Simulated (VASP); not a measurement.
Here is the system:

```
CELL_PARAMETERS angstrom
      0.00000     2.43378     2.43378
      2.43378     0.00000     2.43378
      2.43378     2.43378     0.00000
ATOMIC_POSITIONS crystal
  Be 0.00000 0.00000 0.00000
  S  0.25000 0.25000 0.25000
```

Method: vdW-DF-cx, VASP's PBE PAW potentials (set 64) (plane waves; VASP). Numerical set-up: 520 eV cut-off, 10×10×10 Γ-centred mesh, tetrahedra with Blöchl corrections, potentials Be S.

Question: Estimate the energy per atom (σ→0), band gap (on the k-mesh) with the smallest direct gap where there is one.

Answer: 
The band gap (on the k-mesh) is 3.07 eV and the smallest direct gap (on the k-mesh) is 5.67 eV. The energy per atom (σ→0) comes out as -4.109 eV/atom.

Total energies compare only between runs with the same potentials, cut-off and functional.

The compound is BeS in the zinc blende structure. It was relaxed first.
